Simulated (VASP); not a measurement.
Given:

```xyz
6
Lattice="2.6083 -4.5178 0.0000 2.6083 4.5178 0.0000 0.0000 0.0000 4.1650" Properties=species:S:1:pos:R:3 pbc="T T T"
Co     3.9125     2.2589     0.0000
Co     2.6083     0.0000     0.0000
Co     3.9125    -2.2589     0.0000
Sn     5.2167     0.0000     0.0000
Sn     2.6083     1.5059     2.0825
Sn     2.6083    -1.5059     2.0825
```

Method: PBEsol GGA, VASP's PBE PAW potentials (set 64) (plane waves; VASP). Settings: 400 eV cut-off, Gaussian smearing of 0.050 eV, potentials Co Sn_d.

Give the energies of bands 26 to 39 at the high-symmetry points, in eV from the Fermi level.

```json
[
 {"band": "26", "Γ": "-2.13", "M": "-2.14", "K": "-2.17", "A": "-2.08", "L": "-1.58", "H": "-1.98"},
 {"band": "27", "Γ": "-2.13", "M": "-1.95", "K": "-2.10", "A": "-1.91", "L": "-1.49", "H": "-1.54"},
 {"band": "28", "Γ": "-1.69", "M": "-1.61", "K": "-1.14", "A": "-1.43", "L": "-1.42", "H": "-1.54"},
 {"band": "29", "Γ": "-1.69", "M": "-1.24", "K": "-1.14", "A": "-1.43", "L": "-1.35", "H": "-1.05"},
 {"band": "30", "Γ": "-0.51", "M": "-1.02", "K": "-1.06", "A": "-1.02", "L": "-1.32", "H": "-1.01"},
 {"band": "31", "Γ": "-0.50", "M": "-0.71", "K": "-1.06", "A": "-1.02", "L": "-1.04", "H": "-0.85"},
 {"band": "32", "Γ": "-0.50", "M": "-0.49", "K": "-0.66", "A": "-0.56", "L": "-0.76", "H": "-0.85"},
 {"band": "33", "Γ": "-0.46", "M": "-0.47", "K": "-0.23", "A": "-0.55", "L": "-0.56", "H": "-0.68"},
 {"band": "34", "Γ": "-0.46", "M": "0.70", "K": "1.10", "A": "-0.55", "L": "-0.49", "H": "-0.68"},
 {"band": "35", "Γ": "0.47", "M": "1.01", "K": "1.36", "A": "-0.45", "L": "-0.47", "H": "-0.54"},
 {"band": "36", "Γ": "0.64", "M": "1.73", "K": "1.36", "A": "-0.45", "L": "-0.17", "H": "-0.17"},
 {"band": "37", "Γ": "1.38", "M": "1.82", "K": "1.87", "A": "-0.24", "L": "0.39", "H": "1.26"},
 {"band": "38", "Γ": "1.38", "M": "2.63", "K": "1.87", "A": "0.47", "L": "1.26", "H": "3.49"},
 {"band": "39", "Γ": "2.96", "M": "3.40", "K": "2.44", "A": "1.37", "L": "4.09", "H": "3.49"}
]
```

It has no gap at this level: it comes out as a metal or semimetal.

The compound is CoSn in the sg191 structure. It was relaxed first. The run is not spin-polarised, so no magnetic state was tried. The electron count is odd and the run is not spin-polarised, which forces a metal.
